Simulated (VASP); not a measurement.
Input:

```
CELL_PARAMETERS angstrom
      1.82424    -3.15968     0.00000
      1.82424     3.15968     0.00000
      0.00000     0.00000     6.55704
ATOMIC_POSITIONS crystal
  Hf 0.00000 0.00000 0.00000
  S  0.33333 0.66667 0.21993
  S  0.66667 0.33333 0.78007
```

These are PBE GGA, VASP's PBE PAW potentials (set 64) (plane waves; VASP) values and carry that method's errors. Settings: 400 eV cut-off, 8×8×4 Γ-centred mesh, tetrahedra with Blöchl corrections, potentials Hf_pv S.

The cores are frozen, which limits the accuracy of field gradients. Without a dispersion term in the relaxation, distances and binding between the weakly bound layers, chains or molecules are unreliable, and so is what depends on them.

Q: Give the principal components of the electric field gradient (V/Å²) and the asymmetry η at each nucleus.

A: 
```tsv
atom	Vxx	Vyy	Vzz	η
Hf1	9.5	9.5	-19.0	0.00
S2	2.8	2.8	-5.6	0.00
S3	2.8	2.8	-5.6	0.00
```

The compound is HfS2 in the 1T layered structure. It was relaxed first, which changed the volume by +13 %.
